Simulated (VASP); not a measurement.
# GW on BN (Qingsongite), part 2 of 3

Wanted: how far GW moves the Kohn-Sham levels of BN (Qingsongite). The cell is of the zinc-blende type, one of the forms listed for this formula. The start is a cell from a database of measured crystal structures.

VASP 6.6.1, plane waves and PAW; the level of theory is named at each step.

So far. Step 2 (Ground state): The cell has a gap of 4.46 eV on mesh and path. Step 3 (Empty bands): WAVECAR now holds 32 bands for 8 electrons. Its independent-particle dielectric tensor has xx, yy, zz = 4.7, 4.7, 4.7 on this mesh, which isn't tested for convergence in mesh or bands and lacks local fields.

## 4. G0W0, ENCUTGW 100, bands in the sums 32

This step: G0W0 on PBE; plane waves and PAW (B_GW, N_GW) (VASP 6.6.1).

G0W0 keeps orbitals and screening fixed and shifts each of the lowest NBANDSGW levels once.

INCAR reads:

```
SYSTEM = BN
PREC = Accurate
ENCUT = 450
ISMEAR = 0
SIGMA = 0.01
LREAL = .FALSE.
GGA = PE
NBANDS = 32
ALGO = EVGW0
NELMGW = 1
ENCUTGW = 100
NOMEGA = 48
PRECFOCK = Fast
NBANDSGW = 16
LWAVE = .FALSE.
LCHARG = .FALSE.
```

POSCAR reads:

```
BN
1.0
    0.0000000000      1.8075000000      1.8075000000
    1.8075000000      0.0000000000      1.8075000000
    1.8075000000      1.8075000000      0.0000000000
B N
1 1
Direct
    0.0000000000      0.0000000000      0.0000000000
    0.2500000000      0.2500000000      0.2500000000
```

KPOINTS reads:

```
Automatic mesh
0
Gamma
8 8 8
0 0 0
```

The projector-augmented-wave data sets are B_GW and N_GW (PBE family, release 64).

The run is started by

```console
$ mpirun -np 8 vasp_std
```

What it wrote:

```text
[banner, memory and clock lines left out]
running    8 mpi-ranks, on    1 nodes
 distrk:  each k-point on    8 cores,    1 groups
 distr:  one band on    1 cores,    8 groups

 POSCAR found type information on POSCAR B N
 POSCAR found :  2 types and       2 ions
 [... a notice as in an earlier step ...]

|                                                                             |
|           W    W    AA    RRRRR   N    N  II  N    N   GGGG   !!!           |
|           W    W   A  A   R    R  NN   N  II  NN   N  G    G  !!!           |
|           W    W  A    A  R    R  N N  N  II  N N  N  G       !!!           |
|           W WW W  AAAAAA  RRRRR   N  N N  II  N  N N  G  GGG   !            |
|           WW  WW  A    A  R   R   N   NN  II  N   NN  G    G                |
|           W    W  A    A  R    R  N    N  II  N    N   GGGG   !!!           |
|                                                                             |
|     The default for ENCUTGWSOFT is different in this version of VASP.       |
|     please manually set ENCUTGWSOFT =100 in the INCAR file.                 |
|                                                                             |

 LDA part: xc-table for (Slater+PW92), standard interpolation
 found WAVECAR, reading the header
 POSCAR, INCAR and KPOINTS ok, starting setup
 FFT: planning ... GRIDC
 FFT: planning ... GRID_SOFT
 FFT: planning ... GRID
 reading WAVECAR
 the WAVECAR file was read successfully
 initial charge from wavefunction
 available memory per node:     79.14 GB, setting MAXMEM to     81037

 The Fermi energy was updated, please check that it is located mid-gap
 values below the HOMO (VB) or above the LUMO (CB) will cause erroneous energies
 E-fermi :   9.6932

 calculate exact exchange contribution
 the WAVEDER file was read successfully
energies w=
    0.000    0.000    1.188    0.000    2.372    0.000    3.546    0.000
    4.707    0.000    5.851    0.000    6.976    0.000    8.081    0.000
    9.166    0.000   10.231    0.000   11.276    0.000   12.305    0.000
   13.319    0.000   14.321    0.000   15.314    0.000   16.301    0.000
   17.286    0.000   18.274    0.000   19.268    0.000   20.273    0.000
   21.294    0.000   22.337    0.000   23.407    0.000   24.513    0.000
   25.660    0.000   26.858    0.000   28.117    0.000   29.450    0.000
   30.870    0.000   32.394    0.000   34.042    0.000   35.840    0.000
   37.817    0.000   40.014    0.000   42.479    0.000   45.278    0.000
   48.493    0.000   52.241    0.000   56.679    0.000   62.027    0.000
   68.614    0.000   76.933    0.000   87.777    0.000  102.496    0.000
  123.590    0.000  156.268    0.000  213.484    0.000  338.857    0.000
 responsefunction array rank=      32
 LDA part: xc-table for (Slater+PW92), standard interpolation

 min. memory requirement per mpi rank     89.2 MB, per node    713.5 MB

 allocating   6 responsefunctions rank=    32
 shmem allocating  48 responsefunctions rank=    32
 response function shared by NCSHMEM nodes    1
 Doing            6  frequencies on each core in blocks of           48
NQ=   1    0.0000    0.0000    0.0000,
|.........|.........|.........|.........|.........|.........|.........|.........
 performed        144000 updates of chi_q(r,r)
 total number of BLAS operations          0.84 Gflops
NQ=   2    0.1250    0.0000    0.0000,
|.........|.........|.........|.........|.........|.........|.........|.........
 performed        430000 updates of chi_q(r,r)
 total number of BLAS operations          2.16 Gflops
NQ=   3    0.2500    0.0000    0.0000,
|.........|.........|.........|.........|.........|.........|.........|.........
 performed        716000 updates of chi_q(r,r)
 total number of BLAS operations          3.84 Gflops
NQ=   4    0.3750    0.0000    0.0000,
|.........|.........|.........|.........|.........|.........|.........|.........
 performed       1002000 updates of chi_q(r,r)
 total number of BLAS operations          5.63 Gflops
NQ=   5    0.5000    0.0000    0.0000,
|.........|.........|.........|.........|.........|.........|.........|.........
 performed       1231000 updates of chi_q(r,r)
 total number of BLAS operations          6.52 Gflops
NQ=   6    0.1250    0.1250    0.0000,
|.........|.........|.........|.........|.........|.........|.........|.........
 performed       1509000 updates of chi_q(r,r)
 total number of BLAS operations          7.70 Gflops
NQ=   7    0.2500    0.1250    0.0000,
|.........|.........|.........|.........|.........|.........|.........|.........
 performed       2004000 updates of chi_q(r,r)
 total number of BLAS operations          9.80 Gflops
NQ=   8    0.3750    0.1250    0.0000,
|.........|.........|.........|.........|.........|.........|.........|.........
 performed       2499000 updates of chi_q(r,r)
 total number of BLAS operations         12.91 Gflops
NQ=   9    0.5000    0.1250    0.0000,
|.........|.........|.........|.........|.........|.........|.........|.........
 performed       2994000 updates of chi_q(r,r)
 total number of BLAS operations         16.02 Gflops
NQ=  10   -0.3750    0.1250    0.0000,
|.........|.........|.........|.........|.........|.........|.........|.........
 performed       3489000 updates of chi_q(r,r)
 total number of BLAS operations         19.12 Gflops
NQ=  11   -0.2500    0.1250    0.0000,
|.........|.........|.........|.........|.........|.........|.........|.........
 performed       3984000 updates of chi_q(r,r)
 total number of BLAS operations         21.80 Gflops
NQ=  12   -0.1250    0.1250    0.0000,
|.........|.........|.........|.........|.........|.........|.........|.........
 performed       4381000 updates of chi_q(r,r)
 total number of BLAS operations         23.34 Gflops
NQ=  13    0.2500    0.2500    0.0000,
|.........|.........|.........|.........|.........|.........|.........|.........
 performed       4659000 updates of chi_q(r,r)
 total number of BLAS operations         24.97 Gflops
NQ=  14    0.3750    0.2500    0.0000,
|.........|.........|.........|.........|.........|.........|.........|.........
 performed       5154000 updates of chi_q(r,r)
 total number of BLAS operations         27.65 Gflops
NQ=  15    0.5000    0.2500    0.0000,
|.........|.........|.........|.........|.........|.........|.........|.........
 performed       5649000 updates of chi_q(r,r)
 total number of BLAS operations         30.98 Gflops
NQ=  16   -0.3750    0.2500    0.0000,
|.........|.........|.........|.........|.........|.........|.........|.........
 performed       6144000 updates of chi_q(r,r)
 total number of BLAS operations         33.87 Gflops
NQ=  17   -0.2500    0.2500    0.0000,
|.........|.........|.........|.........|.........|.........|.........|.........
 performed       6541000 updates of chi_q(r,r)
 total number of BLAS operations         36.36 Gflops
NQ=  18    0.3750    0.3750    0.0000,
|.........|.........|.........|.........|.........|.........|.........|.........
 performed       6819000 updates of chi_q(r,r)
 total number of BLAS operations         37.99 Gflops
NQ=  19    0.5000    0.3750    0.0000,
|.........|.........|.........|.........|.........|.........|.........|.........
 performed       7314000 updates of chi_q(r,r)
 total number of BLAS operations         40.47 Gflops
NQ=  20   -0.3750    0.3750    0.0000,
|.........|.........|.........|.........|.........|.........|.........|.........
 performed       7711000 updates of chi_q(r,r)
 total number of BLAS operations         42.61 Gflops
NQ=  21    0.5000    0.5000    0.0000,
|.........|.........|.........|.........|.........|.........|.........|.........
 performed       7912000 updates of chi_q(r,r)
 total number of BLAS operations         43.40 Gflops
NQ=  22    0.3750    0.2500    0.1250,
|.........|.........|.........|.........|.........|.........|.........|.........
 performed       8464000 updates of chi_q(r,r)
 total number of BLAS operations         45.74 Gflops
NQ=  23    0.5000    0.2500    0.1250,
|.........|.........|.........|.........|.........|.........|.........|.........
 performed       9102000 updates of chi_q(r,r)
 total number of BLAS operations         49.46 Gflops
NQ=  24   -0.3750    0.2500    0.1250,
|.........|.........|.........|.........|.........|.........|.........|.........
 performed       9618000 updates of chi_q(r,r)
 total number of BLAS operations         52.70 Gflops
NQ=  25    0.5000    0.3750    0.1250,
|.........|.........|.........|.........|.........|.........|.........|.........
 performed      10170000 updates of chi_q(r,r)
 total number of BLAS operations         56.42 Gflops
NQ=  26   -0.3750    0.3750    0.1250,
|.........|.........|.........|.........|.........|.........|.........|.........
 performed      10808000 updates of chi_q(r,r)
 total number of BLAS operations         61.02 Gflops
NQ=  27   -0.2500    0.3750    0.1250,
|.........|.........|.........|.........|.........|.........|.........|.........
 performed      11324000 updates of chi_q(r,r)
 total number of BLAS operations         64.49 Gflops
NQ=  28   -0.3750    0.5000    0.1250,
|.........|.........|.........|.........|.........|.........|.........|.........
 performed      11722000 updates of chi_q(r,r)
 total number of BLAS operations         66.99 Gflops
NQ=  29   -0.2500    0.5000    0.2500,
|.........|.........|.........|.........|.........|.........|.........|.........
 performed      11996000 updates of chi_q(r,r)
 total number of BLAS operations         68.71 Gflops
 resolving degeneracies of screened two electron integrals

 calculate QP shifts <psi_nk| G(iteration)W_0 |psi_nk>: iteration 1
 entering main loop
```

The job ended after 2.1 min (8 MPI ranks of AMD EPYC 7R43, shared host; peak memory 1 GiB; 17 min of CPU time).

From OUTCAR (step 4):

```text
The static configuration has the point symmetry T_d .

 Found     29 irreducible k-points:

   k-points           NKPTS =     29   k-points in BZ     NKDIM =    512   number of bands    NBANDS=     32

   NELECT =       8.0000    total number of electrons

 E-fermi :   9.6932

 QP shifts <psi_nk| G(iteration)W_0 |psi_nk>: iteration 1
 for sc-GW calculations column KS-energies equals QP-energies in previous step
 and V_xc(KS)=  KS-energies - (<T + V_ion + V_H > + <T+V_H+V_ion>^1  + <V_x>^1)
 k-point   1 :       0.0000    0.0000    0.0000
  band No.  KS-energies  QP-energies   sigma(KS)   V_xc(KS)     V^pw_x(r,r')   Z            occupation Imag(sigma)
      1     -12.7713     -14.5654     -17.7923     -15.4891     -26.4993       0.7790       2.0000       1.4642
      2       7.4633       7.0481     -18.7886     -18.2867     -21.8462       0.8274       2.0000       0.0862
      3       7.4633       7.0481     -18.7886     -18.2867     -21.8462       0.8274       2.0000       0.0862
      4       7.4633       7.0481     -18.7886     -18.2867     -21.8462       0.8274       2.0000       0.0862
      5      16.2832      17.8630     -11.8923     -13.7847      -7.0362       0.8349       0.0000      -0.1111
      6      16.2832      17.8630     -11.8923     -13.7847      -7.0362       0.8349       0.0000      -0.1111
      7      16.2832      17.8630     -11.8923     -13.7847      -7.0362       0.8349       0.0000      -0.1111
      8      17.8049      19.2004     -13.7337     -15.4381      -8.4177       0.8188       0.0000      -0.1361
    ...

 k-point   2 :       0.1250    0.0000    0.0000
  band No.  KS-energies  QP-energies   sigma(KS)   V_xc(KS)     V^pw_x(r,r')   Z            occupation Imag(sigma)
      1     -12.3931     -14.1458     -17.8128     -15.5536     -26.4508       0.7758       2.0000       1.4094
      2       5.5852       4.9132     -18.1783     -17.3599     -21.4975       0.8211       2.0000       0.1006
      3       7.0805       6.6177     -18.6053     -18.0453     -21.7017       0.8265       2.0000       0.0885
      4       7.0805       6.6177     -18.6053     -18.0453     -21.7017       0.8265       2.0000       0.0885
      5      16.6509      18.1374     -12.4025     -14.1886      -7.5004       0.8323       0.0000      -0.1150
      6      16.8541      18.4900     -12.0652     -14.0319      -7.1071       0.8318       0.0000      -0.1163
      7      16.8541      18.4900     -12.0652     -14.0319      -7.1071       0.8318       0.0000      -0.1163
      8      18.9896      20.6388     -13.8278     -15.8540      -8.3901       0.8139       0.0000      -0.1478
    ...

 k-point   3 :       0.2500    0.0000    0.0000
  band No.  KS-energies  QP-energies   sigma(KS)   V_xc(KS)     V^pw_x(r,r')   Z            occupation Imag(sigma)
      1     -11.2935     -12.9444     -17.9119     -15.7730     -26.3469       0.7718       2.0000       1.2519
      2       1.9847       0.9146     -17.5553     -16.2221     -21.6895       0.8027       2.0000       0.1491
      3       6.3339       5.7750     -18.3694     -17.6911     -21.5949       0.8239       2.0000       0.0943
      4       6.3339       5.7750     -18.3694     -17.6911     -21.5949       0.8239       2.0000       0.0943
      5      17.1066      18.5123     -12.7560     -14.4503      -7.7602       0.8296       0.0000      -0.1201
      6      17.8045      19.5004     -12.1923     -14.2393      -7.0425       0.8285       0.0000      -0.1262
      7      17.8045      19.5004     -12.1923     -14.2393      -7.0425       0.8285       0.0000      -0.1262
      8      21.0348      22.8981     -13.7760     -16.0979      -7.9203       0.8024       0.0000      -0.1827
    ...

[... 7 parts as in an earlier step ...]

[... 5 further parts left out ...]
```

This step gave:

```
quasiparticle gap on the mesh                 : 5.742 eV
smallest direct quasiparticle gap on the mesh : 10.81 eV
gap of the starting orbitals on the mesh      : 4.460 eV
```

GW takes the gap from 4.460 to 5.742 eV. The value holds for 32 bands, ENCUTGW = 100 eV and this mesh, and isn't shown to be converged in them.

## 5. Empty bands

This step: PBE; plane waves and PAW (B_GW, N_GW) (VASP 6.6.1).

The empty bands are made again, for the run that follows.

INCAR reads:

```
SYSTEM = BN
PREC = Accurate
ENCUT = 450
ISMEAR = 0
SIGMA = 0.01
LREAL = .FALSE.
GGA = PE
NBANDS = 48
ALGO = Exact
NELM = 1
LWAVE = .TRUE.
LCHARG = .FALSE.
LOPTICS = .TRUE.
NEDOS = 1000
CSHIFT = 0.1
```

POSCAR is that of step 4.

KPOINTS is that of step 4.

The run is started by

```console
$ mpirun -np 8 vasp_std
```

What it wrote:

```text
[banner, memory and clock lines left out]
running    8 mpi-ranks, on    1 nodes
[...]
[... a notice as in an earlier step ...]

 LDA part: xc-table for (Slater+PW92), standard interpolation
 found WAVECAR, reading the header
  number of bands has changed, file:    10 present:    48
  trying to continue reading WAVECAR, but it might fail
 POSCAR, INCAR and KPOINTS ok, starting setup
[...]
reading WAVECAR
 random initialization beyond band           10
 the WAVECAR file was read successfully
 initial charge from wavefunction
 entering main loop
       N       E                     dE             d eps       ncg     rms          rms(c)
[... 1 cycle as in an earlier step ...]
   1 F= -.17446907E+02 E0= -.17446907E+02  d E =-.477340-148
 writing wavefunctions
 optical routines
 imaginary and real dielectric function
 recalculating local potential from charge density
 direction            1
 direction            2
 direction            3
```

The job ended after 3.8 s (8 MPI ranks; peak memory 0.62 GiB; 22 s of CPU time).

Parts of OUTCAR (step 5):

```text
  Total       -0.0476874     -0.0476874     -0.0476874      0.0000000      0.0000000     -0.0000000
  in kB       -6.4691815     -6.4691815     -6.4691815      0.0000000      0.0000000     -0.0000000
  external PRESSURE =      -6.4691815 kB  Pullay stress =       0.0000000 kB

 POSITION                                       TOTAL-FORCE (eV/Angst)
 -----------------------------------------------------------------------------------
      0.00000      0.00000      0.00000         0.000000     -0.000000     -0.000000
      0.90375      0.90375      0.90375        -0.000000      0.000000      0.000000
 -----------------------------------------------------------------------------------
    total drift:                                0.000001      0.000001      0.000001

[... 3 parts as in an earlier step ...]

[... 2 further parts left out ...]
[key lines of the parts left out:]
E-fermi :   7.6453
```

WAVECAR now holds 48 bands for 8 electrons.

## 6. G0W0, ENCUTGW 140, bands in the sums 48

This step: G0W0 on PBE; plane waves and PAW (B_GW, N_GW) (VASP 6.6.1).

ENCUTGW rises to 140 eV and the bands with it, to about the number of plane waves under that cutoff.

INCAR reads:

```
SYSTEM = BN
PREC = Accurate
ENCUT = 450
ISMEAR = 0
SIGMA = 0.01
LREAL = .FALSE.
GGA = PE
NBANDS = 48
ALGO = EVGW0
NELMGW = 1
ENCUTGW = 140
NOMEGA = 48
PRECFOCK = Fast
NBANDSGW = 16
LWAVE = .FALSE.
LCHARG = .FALSE.
```

POSCAR is that of step 5.

KPOINTS is that of step 5.

The run is started by

```console
$ mpirun -np 8 vasp_std
```

What it wrote:

```text
[banner, memory and clock lines left out]
running    8 mpi-ranks, on    1 nodes
[...]
[... a notice as in an earlier step ...]

|                                                                             |
|           W    W    AA    RRRRR   N    N  II  N    N   GGGG   !!!           |
|           W    W   A  A   R    R  NN   N  II  NN   N  G    G  !!!           |
|           W    W  A    A  R    R  N N  N  II  N N  N  G       !!!           |
|           W WW W  AAAAAA  RRRRR   N  N N  II  N  N N  G  GGG   !            |
|           WW  WW  A    A  R   R   N   NN  II  N   NN  G    G                |
|           W    W  A    A  R    R  N    N  II  N    N   GGGG   !!!           |
|                                                                             |
|     The default for ENCUTGWSOFT is different in this version of VASP.       |
|     please manually set ENCUTGWSOFT =140 in the INCAR file.                 |
|                                                                             |

[...]
total number of BLAS operations        238.88 Gflops
NQ=  25    0.5000    0.3750    0.1250,
|.........|.........|.........|.........|.........|.........|.........|.........
 performed      15468000 updates of chi_q(r,r)
 total number of BLAS operations        252.45 Gflops
NQ=  26   -0.3750    0.3750    0.1250,
|.........|.........|.........|.........|.........|.........|.........|.........
 performed      16434000 updates of chi_q(r,r)
 total number of BLAS operations        266.09 Gflops
NQ=  27   -0.2500    0.3750    0.1250,
|.........|.........|.........|.........|.........|.........|.........|.........
 performed      17216000 updates of chi_q(r,r)
 total number of BLAS operations        277.67 Gflops
NQ=  28   -0.3750    0.5000    0.1250,
|.........|.........|.........|.........|.........|.........|.........|.........
 performed      17821000 updates of chi_q(r,r)
 total number of BLAS operations        286.21 Gflops
NQ=  29   -0.2500    0.5000    0.2500,
|.........|.........|.........|.........|.........|.........|.........|.........
 performed      18240000 updates of chi_q(r,r)
 total number of BLAS operations        292.72 Gflops
 resolving degeneracies of screened two electron integrals

 calculate QP shifts <psi_nk| G(iteration)W_0 |psi_nk>: iteration 1
 entering main loop
[key lines of the parts left out:]
E-fermi :   9.6932
```

Wall time 2.9 min (8 MPI ranks); peak memory 1.2 GiB; 22 min of CPU time.

From OUTCAR (step 6):

```text
 QP shifts <psi_nk| G(iteration)W_0 |psi_nk>: iteration 1
 for sc-GW calculations column KS-energies equals QP-energies in previous step
 and V_xc(KS)=  KS-energies - (<T + V_ion + V_H > + <T+V_H+V_ion>^1  + <V_x>^1)
 k-point   1 :       0.0000    0.0000    0.0000
  band No.  KS-energies  QP-energies   sigma(KS)   V_xc(KS)     V^pw_x(r,r')   Z            occupation Imag(sigma)
      1     -12.7713     -14.7233     -17.9938     -15.4891     -26.4993       0.7793       2.0000       1.4758
      2       7.4633       6.7649     -19.1335     -18.2867     -21.8462       0.8248       2.0000       0.0888
      3       7.4633       6.7649     -19.1335     -18.2867     -21.8462       0.8248       2.0000       0.0888
      4       7.4633       6.7649     -19.1335     -18.2867     -21.8462       0.8248       2.0000       0.0888
      5      16.2832      17.6793     -12.1092     -13.7847      -7.0362       0.8332       0.0000      -0.1119
      6      16.2832      17.6793     -12.1092     -13.7847      -7.0362       0.8332       0.0000      -0.1119
      7      16.2832      17.6793     -12.1092     -13.7847      -7.0362       0.8332       0.0000      -0.1119
      8      17.8049      19.0510     -13.9104     -15.4381      -8.4177       0.8157       0.0000      -0.1379
    ...

[... 1 part as in an earlier step ...]

[... 2 further parts left out ...]
[key lines of the parts left out:]
E-fermi :   9.6932
```

The gap is now 5.912 eV, +171 meV against the GW run before.

(Part 2 of 3 ends here.)

[Lines on the potential files, build, host, timing and source positions are cut from VASP's logs without a mark.]

[Logs are printed without paths, hosts, clocks, repeated set-up lines and the standing remarks that a program may print on its own settings, such as how far it seeks lower states.]

[Hosts, paths, dates, database ids (printed as entryN), source tags and the programs' standing remarks are cut or masked in the printed files.]

[Pressures printed for these runs are not shown converged in the cutoff: they can be off by several GPa and have the wrong sign.]
